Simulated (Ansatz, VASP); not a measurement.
**Al3Ga5N8 (alloy, x = 0.625, one random ordering in a cell of 16 atoms (invented)) in two plane-wave programs**

Aim: how closely do two programs agree when they are given the same cell, functional and k mesh? The cell is generated by rule, not measured, and may not be a known phase. The cell is taken from a series of runs on this material, whose earlier steps may have relaxed, scaled, displaced or heated it; both programs get it as it stands.

Main program and level: Ansatz 0.2.0; plane waves, with VASP 6.6.1 beside it; r2SCAN.

## 1. The starting structure

Symmetry: I-4m2, No. 119, tetragonal system. The conventional cell has a = 6.296 Å, b = 6.296 Å, c = 8.890 Å, α = 90.00°, β = 90.00°, γ = 90.00°. Nearest to Ga lie 4 N at 1.94 to 1.95 Å. Nearest to Ga lie 4 N at 1.94 Å. Al has 4 N at 1.90 Å nearest. Al has 4 N at 1.89 to 1.90 Å nearest. N has 2 Al at 1.90 Å and 2 Ga at 1.95 Å nearest. Nearest to N lie 1 Al at 1.89 Å and 3 Ga at 1.94 Å. Farther neighbours and most contacts between anions are not listed.

Coordinates:

```xyz
16
Lattice="-3.1479 3.1479 4.4449 3.1479 -3.1479 4.4449 3.1479 3.1479 -4.4449" Properties=species:S:1:pos:R:3 pbc="T T T"
Ga    1.5752    1.5752    0.0000
Ga    4.7207    1.5752    0.0000
Ga    0.0000    3.1479    2.2225
Ga    1.5752    4.7207    0.0000
Ga    1.5727    1.5727    4.4449
Al    3.1479    0.0000    2.2225
Al    3.1479    3.1479   -2.2190
Al    3.1479    3.1479    2.2190
N     3.1479    1.5743    1.1588
N     0.0000    1.5404    1.1358
N     1.5743    3.1479   -1.1588
N     1.5736    0.0000    3.2861
N    -1.6076    3.1479    3.3091
N     1.6076    3.1479    3.3091
N     0.0000    1.5736    5.6037
N     0.0000    4.7555    1.1358
```

## 2. Ansatz: relaxation of cell and atoms, r2SCAN, pair 1

Ansatz runs on its PAW soft_1 files.

The relaxed volume is the usual yardstick between codes: in a stiff, nearly cubic crystal its relative difference is about their pressure difference at one cell divided by the bulk modulus.

Input file input.yaml:

```yaml
crystal:
  lattice:
    - [-3.1479358721, 3.1479358721, 4.4449006426]
    - [3.1479358721, -3.1479358721, 4.4449006426]
    - [3.1479358721, 3.1479358721, -4.4449006426]
  atoms:
    - { symbol: Ga, position: [0.2501955364, 0.2501955364, 0.5003910728] }
    - { symbol: Ga, position: [0.2501955364, 0.7498044636, 0.0] }
    - { symbol: Al, position: [0.25, 0.75, 0.5] }
    - { symbol: Al, position: [0.250383792, 0.250383792, 0.0] }
    - { symbol: Al, position: [0.749616208, 0.749616208, 0.0] }
    - { symbol: Ga, position: [0.75, 0.25, 0.5] }
    - { symbol: Ga, position: [0.7498044636, 0.2501955364, 0.0] }
    - { symbol: Ga, position: [0.7498044636, 0.7498044636, 0.4996089272] }
    - { symbol: "N", position: [0.3804057686, 0.6303475921, 0.7500581766] }
    - { symbol: "N", position: [0.3724301149, 0.1277669283, 0.2446631866] }
    - { symbol: "N", position: [0.3696524079, 0.1197105845, 0.7500581766] }
    - { symbol: "N", position: [0.3696524079, 0.6195942314, 0.2499418234] }
    - { symbol: "N", position: [0.8722330717, 0.1168962584, 0.2446631866] }
    - { symbol: "N", position: [0.8722330717, 0.6275698851, 0.7553368134] }
    - { symbol: "N", position: [0.8802894155, 0.6303475921, 0.2499418234] }
    - { symbol: "N", position: [0.8831037416, 0.1277669283, 0.7553368134] }
kpoints:
  mp_grid: { grid: [4, 4, 4] }
hamiltonian:
  xc: r2scan
  pseudopotentials: { kind: paw, azcp: { folder: soft_1 } }
scf:
  occupations: { method: gaussian, width: 0.02 }
output:
  forces: true
  stress: true
  eigenvalues: true
  write_density: true
  write_potential: true
  elf: true
  volumetric_format: npy
basis:
  ecutwfc: 600.0
relax:
  adjacent_minimum: "off"
  f_tol: 0.005
  max_steps: 80
  cell: { stress_tol: 0.05 }
```

Launch:

```
$ ansatz run input.yaml --threads 4 --pin off --max-ram 10240MiB --backend cpu --events-out ev --progress --plain --runs-dir out
```

Numbers of over 12 decimals in the logs are rounded to 6 here.

What it wrote:

```text
Engine: ansatz 0.2.0, x86_64-unknown-linux-gnu
Pseudopotentials: kind: paw
Pseudopotential: Ga, paw, valence charge 13, recommended cutoff 500 eV (meta_gga), soft_1/Ga.paw.azcp
Pseudopotential: Al, paw, valence charge 3, recommended cutoff 500 eV (meta_gga), soft_1/Al.paw.azcp
Pseudopotential: N, paw, valence charge 5, recommended cutoff 500 eV (meta_gga), soft_1/N.paw.azcp
Functional definition: r2SCAN
  parameter k0 = 0.174
  parameter k1 = 0.065
  parameter a1 = 4.9479
  exchange = r2scan_x(k0 = k0, k1 = k1, a1 = a1)
  correlation = r2scan_c
Crystal: 16 atoms, lattice volume = 176.187 Å³
Basis set: ecut = 600 eV, 5961 PW (Γ), exchange–correlation on 216×216×216 points (64 copies of the dense FFT grid, shifted against one another)
Bands: 73, of which v1, the nominal top of the filled ones, is band 57 counted from 1 (56 counted from 0)
Symmetry: 8 space group operations
Space group: I-4m2 (ITA 119), of the structure as read, at distance tolerance 5.6e-5 Å
k-points: 13 of 64 (time reversal used)
Non-local potential: Ga, projectors of the file, l = 0: 2, l = 1: 2, l = 2: 3, l = 3: 1
Non-local potential: Al, projectors of the file, l = 0: 2, l = 1: 2, l = 2: 1
Non-local potential: N, projectors of the file, l = 0: 2, l = 1: 2, l = 2: 1
PAW form: soft (Blöchl's): semilocal exchange-correlation on the pseudo side does not see the compensation charge
PAW frozen core: Ga, regenerated for the run's functional (the file was generated under x = pbe(κ = 0.804, μ = 0.219515), c = pbe(β = 0.066725))
PAW frozen core: Al, regenerated for the run's functional (the file was generated under x = pbe(κ = 0.804, μ = 0.219515), c = pbe(β = 0.066725))
PAW frozen core: N, regenerated for the run's functional (the file was generated under x = pbe(κ = 0.804, μ = 0.219515), c = pbe(β = 0.066725))
PAW one-centre angular grid: Ga, 590 points (default); XC on 160 Gauss nodes
PAW one-centre angular grid: Al, 302 points (default); XC on 160 Gauss nodes
PAW one-centre angular grid: N, 302 points (default); XC on 160 Gauss nodes
Initial density: superposition of atomic densities (chi_scale 0.1, normalization cell, long waves kept (reshape's long-wave potential 0.08 eV rms))
Initial wavefunctions: pseudopotential atomic-orbital guess
Functional: x = r2scan, c = r2scan; τ floored in thin density (d = 2e-4 eV/Å³)
SCF iter   1: F=—  HF=-23672.391804 eV  |F-HF|=—  |Δ(HF+E_count)|=         —  Δρ=1.25e-1  dr2=2.49e1  dr2_τ=2.85e0  ethr=3.10e-3  ⟨swp⟩=5.8  Hψ=3361  notcnv=0  defer=42
preconditioner: auto → Resta (q_TF=auto, 2.537 Å⁻¹)  ε∞=3.9  [insulator: Δε(μ)=3.700 eV  Ē_g=17.658 eV  σ=0.020 eV  W_gap=1.00  n_scr=58 (ndim 8)  ℏωp=29.9 eV  f_vac=0.000  D(μ)=0.00/eV (n_scr^D=0)  ε∞_Penn≈3.9]
SCF iter   2: F=—  HF=-23666.812290 eV  |F-HF|=—  |Δ(HF+E_count)|=    5.58e0  Δρ=5.21e-2  dr2=2.88e0  dr2_τ=4.19e-1  ethr=3.10e-3  ⟨swp⟩=3.0  Hψ=1985  notcnv=0  defer=132
SCF iter   3: F=—  HF=-23667.185805 eV  |F-HF|=—  |Δ(HF+E_count)|=   3.74e-1  Δρ=2.02e-2  dr2=5.33e-1  dr2_τ=3.33e-2  ethr=2.52e-3  ⟨swp⟩=2.0  Hψ=893  notcnv=0  defer=132
SCF iter   4: F=—  HF=-23667.179759 eV  |F-HF|=—  |Δ(HF+E_count)|=   6.05e-3  Δρ=3.78e-3  dr2=1.31e-2  dr2_τ=1.15e-3  ethr=4.67e-4  ⟨swp⟩=2.8  Hψ=1567  notcnv=0  defer=132
SCF iter   5: F=—  HF=-23667.189883 eV  |F-HF|=—  |Δ(HF+E_count)|=   1.01e-2  Δρ=1.81e-3  dr2=4.34e-3  dr2_τ=2.09e-4  ethr=1.15e-5  ⟨swp⟩=2.0  Hψ=1619  notcnv=0  defer=132
SCF iter   6: F=—  HF=-23667.186389 eV  |F-HF|=—  |Δ(HF+E_count)|=   3.49e-3  Δρ=4.50e-4  dr2=4.35e-4  dr2_τ=2.01e-5  ethr=3.80e-6  ⟨swp⟩=2.0  Hψ=1624  notcnv=0  defer=132
SCF iter   7: F=—  HF=-23667.186379 eV  |F-HF|=—  |Δ(HF+E_count)|=   9.62e-6  Δρ=1.08e-4  dr2=1.92e-5  dr2_τ=1.08e-6  ethr=3.81e-7  ⟨swp⟩=2.0  Hψ=1538  notcnv=0  defer=132
SCF iter   8: F=—  HF=-23667.186347 eV  |F-HF|=—  |Δ(HF+E_count)|=   3.22e-5  Δρ=4.26e-5  dr2=2.95e-6  dr2_τ=3.68e-7  ethr=1.68e-8  ⟨swp⟩=2.0  Hψ=1676  notcnv=0  defer=132
SCF iter   9: F=—  HF=-23667.186347 eV  |F-HF|=—  |Δ(HF+E_count)|=   3.87e-7  Δρ=1.65e-5  dr2=5.27e-7  dr2_τ=5.28e-8  ethr=2.59e-9  ⟨swp⟩=2.0  Hψ=1558  notcnv=0  defer=132
SCF iter  10: F=-23667.186347 eV  HF=-23667.186347 eV  |F-HF|=2.43e-8  |Δ(HF+E_count)|=   5.83e-8  Δρ=5.78e-6  dr2=6.13e-8  dr2_τ=1.44e-9  ethr=8.77e-11  ⟨swp⟩=18.5  Hψ=7457  notcnv=0
SCF 1 converged in 10 iterations: F = -23667.186347 eV  dr2 = 6.13e-8
  greatest PAW one-centre occupation: 0.994 electrons in one spin orbital (limit 2), on the Ga atom at site 6 (counted from 0), in its partial waves of l = 2
relax step   1: F+E_penalty+E_count = -23667.18634672 eV  Δ(F+E_penalty+E_count) = +0.000e0 eV  max|allowed force component| = 5.870e-3 eV/Å  Δτ_max = 0.0000 Å  P = -0.019 GPa  Ω = 176.187 Å³  (10 SCF iters, dr2 threshold 1.00e-7 eV, accepted)
[...]
relax step   2: F+E_penalty+E_count = -23667.18635586 eV  Δ(F+E_penalty+E_count) = -9.142e-6 eV  max|allowed force component| = 3.368e-3 eV/Å  Δτ_max = 0.0002 Å  P = -0.008 GPa  Ω = 176.178 Å³  energy of the carried Pulay correction = +2.328e-6 eV  (5 SCF iters, dr2 threshold 2.15e-9 eV, accepted)
[...]
relax step   3: F+E_penalty+E_count = -23667.18635595 eV  Δ(F+E_penalty+E_count) = -9.136e-8 eV  max|allowed force component| = 3.376e-3 eV/Å  Δτ_max = 0.0000 Å  P = -0.008 GPa  Ω = 176.178 Å³  stress off target by 9.62e-3 GPa  SCF on the basis re-selected at this cell (its energy is not comparable with the rows above)  (3 SCF iters)
basis re-selected at this cell: Δ(F+E_penalty+E_count) = -9.136e-8 eV, ΔP = -0.000 GPa vs the last step (what re-selecting the basis moved, of the pressure what is left beyond the Pulay correction that the steps carried, after the strain that the cell walked since its last selection, with what the two solves' SCF thresholds leave and, on support functions, any second-order correction that the steps lacked; it is no m [...]
SCF converged after 3 iterations
Free energy (F): -23667.186356 eV
Harris-Foulkes:  -23667.186356 eV  (|F-HF|=3.64e-11)
Internal energy: -23667.186356 eV  (E = F + TS)
E sigma→0 (E₀):  -23667.186356 eV
Fermi energy:    10.024896 eV
--- Per-component energies (eV) ---
  E_band       = -72.599990
  E_kinetic    = 1675.279158
  E_local      = -8900.040687  (includes V_loc(G=0)·N_el)
  E_nonlocal   = -133.468995
  E_hartree    = 5309.474789
  E_xc         = -868.072049
  E_vxc        = -1053.687513  (∫ρ·V_xc dr)
  E_paw        = -12523.149458  (= ΣΔE_a)
  E_vpaw       = -2336.696629  (= ΣTr[D̂ρ^β])
  E_aug_tail   = 0.000044  (compensation charges beyond the density's cutoff)
  E_vtau       = 57.065358  (kinetic-family band-sum trace: ∫τ·v_τ [+ j·A + Jᵃ·Aᵃ] dr)
  E_ewald      = -8223.526989
  E_core_change = -3.682169  (= ΣΔE_core)
  E_smearing   = -0.000000  (= −TS)
  E_closure    = -0.000000  (closes the sum)
  Σ components = -23667.186356   (vs F -23667.186356, Δ=0.00e0)
--- Forces (eV/Å), atoms counted from 1 ---
  atom   1  Ga    -0.00232661    -0.00232661    -0.00000000
  atom   2  Ga     0.00232661    -0.00232661    -0.00000000
  atom   3  Al     0.00000000     0.00000000     0.00000000
  atom   4  Al     0.00000000     0.00000000     0.00337564
  atom   5  Al     0.00000000     0.00000000    -0.00337564
  atom   6  Ga    -0.00000000    -0.00000000    -0.00000000
  atom   7  Ga    -0.00232661     0.00232661    -0.00000000
  atom   8  Ga     0.00232661     0.00232661    -0.00000000
  atom   9  N      0.00000000     0.00122806     0.00268905
  atom  10  N      0.00000000     0.00114359    -0.00192013
  atom  11  N      0.00122806    -0.00000000    -0.00268905
  atom  12  N     -0.00122806    -0.00000000    -0.00268905
  atom  13  N      0.00114359     0.00000000     0.00192013
  atom  14  N     -0.00114359     0.00000000     0.00192013
  atom  15  N      0.00000000    -0.00122806     0.00268905
  atom  16  N      0.00000000    -0.00114359    -0.00192013
  max |Σ_I F_I| component: 5.64e-17 eV/Å
--- Stress (GPa, compression-positive) ---
       -0.006550       0.000000       0.000000
        0.000000      -0.006550       0.000000
        0.000000       0.000000      -0.009622
  P = ⅓ Tr σ = -0.0076 GPa (-0.076 kbar)
--- Band table (eV; the first three rows and the last of 13) ---
  k-point 0: bands = [... 53 lower, 7.8504, 8.4165, 8.4977, 8.4977, 11.5520, 12.3436, 12.3436, 12.4664, ... 12 higher]
  k-point 1: bands = [... 53 lower, 7.6753, 7.7580, 8.0759, 8.0890, 12.8929, 13.0765, 13.5863, 13.6497, ... 12 higher]
  k-point 2: bands = [... 53 lower, 7.4991, 7.5153, 7.6558, 7.8615, 14.0848, 14.1386, 15.2025, 15.2110, ... 12 higher]
  k-point 12: bands = [... 53 lower, 7.4812, 7.4812, 7.6340, 7.8320, 14.1003, 14.2365, 15.2468, 15.2468, ... 12 higher]
--- Relaxed structure (2 steps of the walk, 2 accepted, 1 SCFs on fresh bases) ---
  F+E_penalty+E_count = -23667.18635595 eV   max|allowed force component| = 3.376e-3 eV/Å   (the final SCF, on the basis selected at the relaxed cell)
  cell:  # Å, volume = 176.1776 Å³
    - [-3.148003, 3.148003, 4.444475]
    - [3.148003, -3.148003, 4.444475]
    - [3.148003, 3.148003, -4.444475]
  atoms:
    - { symbol: Ga, position: [0.250171, 0.250171, 0.500342] }
    - { symbol: Ga, position: [0.250171, 0.749829, 0.0] }
    - { symbol: Al, position: [0.25, 0.750000, 0.500000] }
    - { symbol: Al, position: [0.250390, 0.250390, 0] }
    - { symbol: Al, position: [0.749610, 0.749610, 0] }
    - { symbol: Ga, position: [0.750000, 0.25, 0.500000] }
    - { symbol: Ga, position: [0.749829, 0.250171, 0.0] }
    - { symbol: Ga, position: [0.749829, 0.749829, 0.499658] }
    - { symbol: N, position: [0.380407, 0.630346, 0.750061] }
    - { symbol: N, position: [0.372437, 0.127771, 0.244666] }
    - { symbol: N, position: [0.369654, 0.119715, 0.750061] }
    - { symbol: N, position: [0.369654, 0.619593, 0.249939] }
    - { symbol: N, position: [0.872229, 0.116895, 0.244666] }
    - { symbol: N, position: [0.872229, 0.627563, 0.755334] }
    - { symbol: N, position: [0.880285, 0.630346, 0.249939] }
    - { symbol: N, position: [0.883105, 0.127771, 0.755334] }
```

[end of part 1 of 3]

[Lines on the potential files, build, host, timing and source positions are cut from VASP's logs without a mark.]

[Logs are printed without paths, hosts, clocks, repeated set-up lines and the standing remarks that a program may print on its own settings, such as how far it seeks lower states.]

[Hosts, paths, dates, database ids (printed as entryN), source tags and the programs' standing remarks are cut or masked in the printed files.]
